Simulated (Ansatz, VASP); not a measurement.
# LiSi2 in VASP and in Ansatz

INCAR

```
PREC = Accurate ; ENCUT = 520
EDIFF = 1E-6 ; ISMEAR = 0
SIGMA = 0.1 ; LREAL = F
LASPH = T ; NELM = 80
ALGO = Normal ; ISIF = 2
LWAVE = F ; LCHARG = T
GGA = PE ; LELF = T
LVHAR = T ; NBANDS = 12
```

The input KPOINTS:

```
Automatic mesh
0
Gamma
  12 12 10
```

Contents of POSCAR:

```
LiSi2
1.0
    3.8105914084      0.0000000000      0.0000000000
   -1.9052957042      3.3000689631      0.0000000000
    0.0000000000      0.0000000000      4.4235159041
Li Si
1 2
Direct
    0.0000000000      0.0000000000      0.0000000000
    0.3333333333      0.6666666667      0.5895854927
    0.6666666667      0.3333333333      0.4104145073
```

Input for Ansatz:

```yaml
crystal:
  lattice:
    - [3.8105914084, 0.0, 0.0]
    - [-1.9052957042, 3.3000689631, 0.0]
    - [0.0, 0.0, 4.4235159041]
  atoms:
    - { symbol: Li, position: [0.0, 0.0, 0.0] }
    - { symbol: Si, position: [0.3333333333, 0.6666666667, 0.5895854927] }
    - { symbol: Si, position: [0.6666666667, 0.3333333333, 0.4104145073] }
basis:
  ecutwfc: 420
kpoints:
  mp_grid: { grid: [12, 12, 10] }
  band_path:
    path:
      - [[0.0, 0.0, 0.0], [0.5, 0.0, 0.0], [0.33333333, 0.33333333, 0.0], [0.0, 0.0, 0.0], [0.0, 0.0, 0.5], [0.5, 0.0, 0.5], [0.33333333, 0.33333333, 0.5], [0.0, 0.0, 0.5]]
      - [[0.5, 0.0, 0.5], [0.5, 0.0, 0.0]]
      - [[0.33333333, 0.33333333, 0.5], [0.33333333, 0.33333333, 0.0]]
    npoints: 14
hamiltonian:
  xc: pbe
scf:
  occupations: { method: gaussian, width: 0.1 }
  n_extra_bands: 7
output:
  forces: true
  stress: true
  eigenvalues: true
  populations: true
  dos: { projected: true, de: 0.02, nscf_kmesh: { grid: [15, 15, 12] } }
  bader: true
  write_density: true
  write_potential: true
  elf: true
  volumetric_format: npy
```

The cell was built by a generator and needn't be a form met in nature.

Alike in both runs: task single point; functional PBE; k mesh 12 × 12 × 10; occupations gaussian, width 0.1 eV; no spin polarisation.

|  | VASP | Ansatz |
| --- | --- | --- |
| version | VASP 6.6.1 | Ansatz 0.2.0 |
| potentials or method | VASP PAW PBE potentials, release 64 (Li_sv, Si) | scalar-relativistic, plane waves, PAW |
| plane-wave cutoff (eV) | 520 | 420 |
| valence electrons in the cell | 11 | 11 |

VASP gave:

| Quantity | Value |
| --- | --- |
| gap on the k mesh at the Fermi level (eV) | none |
| rms of the force components (eV/Å) | 0.004 |

Estimate Ansatz's values.

gap on the k mesh at the Fermi level (eV): none; rms of the force components (eV/Å): 0.002.

Atom by atom the forces differ by 0.006 eV/Å (rms over components). A gap of «none» marks a metal or a gap that the smearing closes.
